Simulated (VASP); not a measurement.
GdN:

```xyz
4
Lattice="2.4750 -2.4750 0.0000 2.4750 2.4750 0.0000 0.0000 0.0000 4.9500" Properties=species:S:1:pos:R:3 pbc="T T T"
Gd    0.0000    0.0000    0.0000
Gd    2.4750    0.0000    2.4750
N     2.4750    0.0000    0.0000
N     0.0000    0.0000    2.4750
```

The cell comes from a database or a generator and needn't be the stable form of this composition.

Base run:

```yaml
Program: VASP 6.6.1
Functional: PBE
Potentials_or_basis: VASP PAW PBE potentials, release 64 (Gd, N)
Cutoff: 520 eV
k_mesh: 8 × 8 × 6
Occupations: fermi-dirac, width 0.05 eV
Spin: collinear spin, antiferromagnetic start
Starting_moments: "[7.0, -7.0, 0.0, 0.0] μB"
Hubbard_terms: Gd f U = 6 eV
```

Its results: band gap on the k mesh none (metal or under the smearing width); pressure 5.5 GPa; net moment 0.00 μB per cell; site moments Gd +6.85, -6.85; N -0.04, +0.04 μB.

Problem. The run is repeated on the same cell with these changes: spin from collinear spin, antiferromagnetic start to collinear spin, ferromagnetic start; moments at the start from [7.0, -7.0, 0.0, 0.0] to [7.0, 7.0, 0.0, 0.0]. What comes out?

Solution. Band gap on the k mesh none (metal or under the smearing width); pressure 5.3 GPa; net moment 14.00 μB per cell; site moments Gd +6.87; N -0.12 μB.

Caveats: spin-orbit coupling is left out, which moves the levels of the heavy elements.

Not every run made on this cell is shown here.
